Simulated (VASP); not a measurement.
Calculation: LDA (Ceperley-Alder, Perdew-Zunger), VASP's LDA PAW potentials (set 64) (plane waves; VASP). Each cell was relaxed at this level, without spin-orbit coupling.

Q: Which of these comes out without a gap?
A. Cs, Im-3m (229)
B. MgI2, P-3m1 (164)
C. MgH2, P4_2/mnm (136)
D. CdTe, F-43m (216)

A: A, Cs, Im-3m (229). The others have gaps of 3.42 eV (MgH2, P4_2/mnm (136)), 0.66 eV (CdTe, F-43m (216)), 3.31 eV (MgI2, P-3m1 (164)).
